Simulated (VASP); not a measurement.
Output of a VASP run:

File OSZICAR:
```
...
DAV:   5    -0.493363136359E+02   -0.14256E-03   -0.45431E-04  1726   0.225E-01    0.234E-02
DAV:   6    -0.493364301469E+02   -0.11651E-03   -0.11399E-04  1714   0.122E-01    0.610E-03
DAV:   7    -0.493364529541E+02   -0.22807E-04   -0.10216E-05  1714   0.337E-02    0.174E-03
DAV:   8    -0.493364529462E+02    0.78981E-08   -0.26908E-07   958   0.612E-03
   8 F= -.49336453E+02 E0= -.49336141E+02  d E =-.113820E-02
       N       E                     dE             d eps       ncg     rms          rms(c)
DAV:   1    -0.493547760332E+02   -0.18323E-01   -0.13429E+00  1818   0.117E+01    0.774E-01
DAV:   2    -0.493375893721E+02    0.17187E-01   -0.14037E-02  1728   0.168E+00    0.411E-01
DAV:   3    -0.493356554100E+02    0.19340E-02   -0.10988E-02  1742   0.120E+00    0.145E-01
DAV:   4    -0.493353875945E+02    0.26782E-03   -0.28183E-03  1742   0.610E-01    0.511E-02
DAV:   5    -0.493359889899E+02   -0.60140E-03   -0.18150E-03  1720   0.450E-01    0.467E-02
DAV:   6    -0.493364521488E+02   -0.46316E-03   -0.43664E-04  1712   0.243E-01    0.120E-02
DAV:   7    -0.493365405363E+02   -0.88388E-04   -0.41117E-05  1726   0.689E-02    0.345E-03
DAV:   8    -0.493365401372E+02    0.39906E-06   -0.10295E-06  1428   0.119E-02
   9 F= -.49336540E+02 E0= -.49336178E+02  d E =-.122540E-02
       N       E                     dE             d eps       ncg     rms          rms(c)
DAV:   1    -0.493402565615E+02   -0.37160E-02   -0.25885E-01  1806   0.511E+00    0.330E-01
DAV:   2    -0.493369479821E+02    0.33086E-02   -0.25138E-03  1740   0.693E-01    0.180E-01
DAV:   3    -0.493364852047E+02    0.46278E-03   -0.22833E-03  1738   0.542E-01    0.579E-02
DAV:   4    -0.493365228030E+02   -0.37598E-04   -0.55979E-04  1738   0.274E-01    0.236E-02
DAV:   5    -0.493366180381E+02   -0.95235E-04   -0.32196E-04  1718   0.190E-01    0.205E-02
DAV:   6    -0.493367008251E+02   -0.82787E-04   -0.93158E-05  1716   0.110E-01    0.497E-03
DAV:   7    -0.493367215275E+02   -0.20702E-04   -0.95706E-06  1710   0.325E-02    0.163E-03
DAV:   8    -0.493367216379E+02   -0.11040E-06   -0.23498E-07   952   0.566E-03
  10 F= -.49336722E+02 E0= -.49336381E+02  d E =-.140690E-02
       N       E                     dE             d eps       ncg     rms          rms(c)
DAV:   1    -0.493367345707E+02   -0.13043E-04   -0.92532E-04  1806   0.306E-01    0.200E-02
DAV:   2    -0.493367225827E+02    0.11988E-04   -0.93198E-06  1736   0.422E-02    0.108E-02
DAV:   3    -0.493367209938E+02    0.15890E-05   -0.81715E-06  1738   0.327E-02    0.356E-03
DAV:   4    -0.493367211024E+02   -0.10863E-06   -0.20700E-06  1732   0.172E-02
  11 F= -.49336721E+02 E0= -.49336382E+02  d E =-.140636E-02
       N       E                     dE             d eps       ncg     rms          rms(c)
DAV:   1    -0.493379128983E+02   -0.11919E-02   -0.25130E-02  1838   0.213E+00    0.255E-01
DAV:   2    -0.493367449971E+02    0.11679E-02   -0.35342E-03  1870   0.790E-01    0.718E-02
DAV:   3    -0.493367323574E+02    0.12640E-04   -0.16714E-04  1734   0.161E-01    0.712E-02
DAV:   4    -0.493366346240E+02    0.97733E-04   -0.13188E-04  1766   0.119E-01    0.890E-03
DAV:   5    -0.493367293344E+02   -0.94710E-04   -0.66039E-05  1730   0.935E-02    0.325E-03
DAV:   6    -0.493367331733E+02   -0.38389E-05   -0.27493E-06  1722   0.165E-02    0.962E-04
DAV:   7    -0.493367330331E+02    0.14015E-06   -0.65132E-08   878   0.331E-03
  12 F= -.49336733E+02 E0= -.49336377E+02  d E =-.119307E-04
```

OUTCAR:
```
------------------------ aborting loop because EDIFF is reached ----------------------------------------
  FORCE on cell =-STRESS in cart. coord.  units (eV):
  Direction    XX          YY          ZZ          XY          YZ          ZX
  --------------------------------------------------------------------------------------
  Total        0.0042874      0.0034504      0.0036194     -0.0000000      0.0000000      0.0003761
  in kB        0.2591707      0.2085737      0.2187900     -0.0000000      0.0000000      0.0227358
  external PRESSURE =       0.2288448 kB  Pullay stress =       0.0000000 kB
  volume of cell :       26.50
      direct lattice vectors                 reciprocal lattice vectors
     2.522776338 -1.827188500 -0.022926166     0.197426506 -0.273644454 -0.084492254
     2.522776338  1.827188500 -0.022926166     0.197426506  0.273644454 -0.084492254
     1.225618917  0.000000000  2.863808781     0.003160988  0.000000000  0.347832523
 POSITION                                       TOTAL-FORCE (eV/Angst)
 -----------------------------------------------------------------------------------
      0.00000      0.00000      0.00000        -0.000000      0.000000      0.000000
 -----------------------------------------------------------------------------------
    total drift:                                0.000000      0.000000      0.000000
  FREE ENERGIE OF THE ION-ELECTRON SYSTEM (eV)
  ---------------------------------------------------
  free  energy   TOTEN  =       -49.3367330331 eV

  energy  without entropy=      -49.3360215610  energy(sigma->0) =      -49.33637730

 reached required accuracy - stopping structural energy minimisation
```
(Selected blocks of OUTCAR.)

File POSCAR:
```
Hg
1
    2.4350720000    -1.7287050000     0.0000000000
    2.4350720000     1.7287050000     0.0000000000
    1.2078300000     0.0000000000     2.7311430000
Hg
1
Direct
  0.0000000000   0.0000000000   0.0000000000
```

Task: Write an INCAR and KPOINTS that could have produced this output.

Result: One answer among several that fit: the input of the run itself, r2SCAN meta-GGA, plane waves, VASP's PBE PAW potentials (set 64).

**KPOINTS**
```
Automatic
0
G
9 9 9
0 0 0
```

**INCAR**
```
! general
SYSTEM   =  Hg
PREC     =  Accurate
ENCUT    =  400
LREAL    =  .FALSE.
LASPH    =  .TRUE.

! electronic loop
EDIFF    =  1E-6
NELM     =  100
ALGO     =  Normal
LMAXMIX  =  6
LMIXTAU  =  .TRUE.

! smearing
ISMEAR   =  0
SIGMA    =  0.05

! functional
METAGGA  =  R2SCAN

! ions
IBRION   =  2
NSW      =  60
ISIF     =  3
EDIFFG   =  -0.01

! output
LWAVE    =  .FALSE.
LCHARG   =  .FALSE.
```

POTCAR, in this order: Hg (PBE.64 set). Program: vasp_std.

Energy and stress use the plane-wave basis of the starting cell.

The compound is Hg in the a10 structure. This run relaxes it. Symmetry was kept, so distortions that lower it aren't found.
